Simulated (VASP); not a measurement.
Given:

```yaml
crystal:
  lattice:
    - [-1.58369, 1.58369, 1.58369]
    - [1.58369, -1.58369, 1.58369]
    - [1.58369, 1.58369, -1.58369]
  atoms:
    - { symbol: W, position: [0.00000, 0.00000, 0.00000] }
```

The numbers are results of r2SCAN+rVV10, VASP's PBE PAW potentials (set 64) (plane waves; VASP 6.6.1), not measurements. Run with 520 eV cut-off, 18×18×18 Γ-centred mesh, tetrahedra with Blöchl corrections, potentials W_sv.

### Question
Give the energies of bands 5 to 10 at the high-symmetry points, in eV from the Fermi level.

### Answer

```csv
band,Γ,H,N,P
5,-10.15,-6.03,-6.57,-3.20
6,-1.30,-6.03,-3.76,-3.20
7,-1.30,5.31,0.49,-3.20
8,-1.30,5.31,2.38,3.60
9,2.54,5.31,3.43,3.60
10,2.54,8.49,6.31,7.14
```

It has no gap at this level: it comes out as a metal or semimetal.

The compound is W in the bcc structure. It was relaxed first.
